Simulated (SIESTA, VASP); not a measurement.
An input for SIESTA (GGA PBE, numerical atomic orbitals DZP, PseudoDojo PBE standard norm-conserving potentials (rewritten from UPF to PSML)):

```
# files in the folder: Hf.psml O.psml (PseudoDojo PBE standard)
SystemName  HfO2
SystemLabel siesta

NumberOfAtoms                3
NumberOfSpecies              2
%block ChemicalSpeciesLabel
  1 72 Hf
  2 8 O
%endblock ChemicalSpeciesLabel
LatticeConstant              1.0 Bohr
%block LatticeVectors
     0.000000000    4.707198172    4.707198172
     4.707198172    0.000000000    4.707198172
     4.707198172    4.707198172    0.000000000
%endblock LatticeVectors
AtomicCoordinatesFormat      Ang
%block AtomicCoordinatesAndAtomicSpecies
     0.000000000    0.000000000    0.000000000  1
     1.245471000    1.245471000    1.245471000  2
     3.736413000    3.736413000    3.736413000  2
%endblock AtomicCoordinatesAndAtomicSpecies

XC.functional                GGA
XC.authors                   PBE
PAO.BasisSize                DZP
PAO.EnergyShift              0.01 Ry
MeshCutoff                   400 Ry
%block kgrid.MonkhorstPack
    9   0   0  0.0
    0   9   0  0.0
    0   0   9  0.0
%endblock kgrid.MonkhorstPack
OccupationFunction           FD
ElectronicTemperature        0.02 eV

MaxSCFIterations             150
SCF.Mixer.Method             Pulay
SCF.Mixer.Weight             0.2
SCF.Mixer.History            6
SCF.DM.Tolerance             1.0E-04
Diag.ParallelOverK           true
WriteForces                  true
Charge.Mulliken              end
```

Q: Write the VASP files for the same calculation.

A: One set of files that does it:

INCAR:
```
SYSTEM = HfO2
PREC = Accurate
ENCUT = 400
EDIFF = 1E-6
NELM = 100
ALGO = Normal
LREAL = .FALSE.
LASPH = .TRUE.
ISMEAR = -1
SIGMA = 0.02
GGA = PE
LMAXMIX = 6
LWAVE = .FALSE.
LCHARG = .FALSE.
ISIF = 2
```

### KPOINTS
```
kpoints
0
Gamma
9 9 9
```

**POSCAR**
```
HfO2
1.0
  0.0000000000   2.4909420000   2.4909420000
  2.4909420000   0.0000000000   2.4909420000
  2.4909420000   2.4909420000   0.0000000000
Hf O
1 2
Cart
  0.0000000000   0.0000000000   0.0000000000
  1.2454710000   1.2454710000   1.2454710000
  3.7364130000   3.7364130000   3.7364130000
```

POTCAR, in this order: Hf_pv O (PBE.64 set). Program: vasp_std.

Both are inputs of real runs that ended normally. What can't carry over is the choice of potentials or basis and its cut-off, and each code's defaults.

The structure is a typed HfO2 crystal (Fm-3m). The cell was not relaxed at this level, and its volume differs by -5.9 % from the start's.
